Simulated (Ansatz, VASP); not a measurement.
BiAs in VASP and in Ansatz

```
Bi As
1.0
     0.00000    3.01640    3.01640
     3.01640    0.00000    3.01640
     3.01640    3.01640    0.00000
Bi As
1 1
Direct
  0.00000 0.00000 0.00000
  0.50000 0.50000 0.50000
```

Alike in both runs: functional PBE; k mesh 13 × 13 × 13; occupations fermi-dirac, width 0.05 eV; no spin polarisation.

Ansatz relaxed the structure, and its values are those at the end. VASP's run is a single point on that final structure, the one shown.

|  | VASP | Ansatz |
| --- | --- | --- |
| version | VASP 6.6.1 | Ansatz 0.2.0 |
| potentials or method | VASP PAW PBE potentials, release 64 (Bi_d, As) | PAW with Ansatz's default frozen-core files, scalar-relativistic |
| plane-wave cutoff (eV) | 520 | 420 |
| valence electrons in the cell | 20 | 30 |

```tsv
	VASP	Ansatz	Ansatz less VASP
pressure (GPa)	0.0	0.0	0.00
```

The two sets of potentials don't hold the same shells in valence.
